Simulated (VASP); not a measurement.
Input of a VASP 6.6.1 run:

Contents of INCAR:

```
  ALGO = Fast
  EDIFF = 1E-5
  ENCUT = 520
  GGA = PE
  ISIF = 2
  ISMEAR = 0
  LASPH = True
  LCHARG = False
  LREAL = Auto
  LWAVE = False
  NELM = 80
  PREC = Normal
  SIGMA = 0.15
```

File KPOINTS:

```
k-points
0
Gamma
  3 3 3
```

The input POSCAR:

```
Sc2InSb3
1.0
   -2.0920600000      2.0920600000      9.3151300000
    2.0920600000     -2.0920600000      9.3151300000
    4.1841200000      4.1841200000    -18.6302600000
Sc In Sb
4 2 6
Direct
    0.6679730000      0.6679730000      0.0000000000
    0.6679730000      0.6679730000      0.5000000000
    0.3320270000      0.3320270000      0.0000000000
    0.3320270000      0.3320270000      0.5000000000
    0.0000000000      0.0000000000      0.0000000000
    0.0000000000      0.0000000000      0.5000000000
    0.8279420000      0.8279420000      0.0000000000
    0.8279420000      0.8279420000      0.5000000000
    0.1720580000      0.1720580000      0.0000000000
    0.1720580000      0.1720580000      0.5000000000
    0.5000000000      0.5000000000      0.0000000000
    0.5000000000      0.5000000000      0.5000000000
```

Potentials or basis: VASP PAW PBE potentials, release 64 (Sc_sv, In_d, Sb).

The run is started by

```sh
$ cat potpaw_PBE.64/Sc_sv/POTCAR potpaw_PBE.64/In_d/POTCAR potpaw_PBE.64/Sb/POTCAR > POTCAR
$ mpirun -np 4 vasp_std > vasp.out
```

(1) Estimate the band gap on the k mesh.

(2) What does it give for the largest force?

(3) What does it give for the pressure?

Answers

(1) none (metal or under the smearing width).

(2) 0.079 eV/Å.

(3) 0.1 GPa.

Caveat: the k mesh is coarse (spacing up to 0.51 Å⁻¹), so the values aren't converged.
